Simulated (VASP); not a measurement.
Input of a VASP 6.6.1 run:

INCAR

```
SYSTEM = LiMg12
ALGO = Fast
EDIFF = 1E-6
ENCUT = 520
GGA = PS
ISIF = 2
ISMEAR = -1
LASPH = .True.
LCHARG = .False.
LREAL = .False.
LWAVE = .False.
NBANDS = 26
NELM = 80
PREC = Accurate
SIGMA = 0.1
```

KPOINTS

```
k-points
0
Gamma
  3 2 3
  0 0 0
```

The input POSCAR:

```
LiMg12
1.0
    6.4200000000      0.0000000000      0.0000000000
   -4.8150000000      8.3398250000      0.0000000000
    0.0000000000      0.0000000000      5.2130400000
Mg Li
12 1
Direct
   -0.0451697882     -0.0295929471     -0.0518123782
    0.0913743680      0.1803994688      0.6056926477
   -0.0097123082      0.3813389370      0.0290425548
    0.2242022579      0.5650837997      0.5390904348
   -0.0390247242      0.6509369201      0.0149816614
    0.2447315819      0.8647303750      0.4763439375
    0.5094097314     -0.0316073779     -0.0748315762
    0.6655009253      0.2236377862      0.5621096328
    0.4685405240      0.3679813425     -0.0330133665
    0.6905345682      0.5563306184      0.4981546276
    0.4930297378      0.6588267739      0.0622669306
    0.6987999328      0.9423459125      0.3794714792
    0.3592613055      0.1284439422      0.2480126759
```

Potentials or basis: VASP PAW PBE potentials, release 64 (Mg, Li_sv).

Run with:

```sh
$ cat potpaw_PBE.64/Mg/POTCAR potpaw_PBE.64/Li_sv/POTCAR > POTCAR
$ mpirun -np 1 vasp_std > vasp.out
```

Task: Estimate the band gap on the k mesh.

Result: None (metal or under the smearing width).

Task: Estimate the largest force.

Result: 2.175 eV/Å.

Forces on the atoms (eV/Å):
```
Mg   0.910 -0.937  0.372
Mg   0.389  1.870 -1.042
Mg   0.205 -1.328  0.359
Mg  -0.156 -0.433  0.258
Mg   0.180  0.928 -0.248
Mg  -1.489 -0.476 -0.102
Mg  -0.407  0.027  0.050
Mg   0.292  0.846  0.374
Mg   0.204 -0.100  0.015
Mg   0.086 -0.035  0.046
Mg  -0.279  0.432 -0.433
Mg   0.523 -0.580  0.990
Li  -0.458 -0.215 -0.638
```

Caveat: the k mesh is coarse (spacing up to 0.40 Å⁻¹), so the values aren't converged; the PAW data sets were made with another functional, which shifts forces and pressure a little.
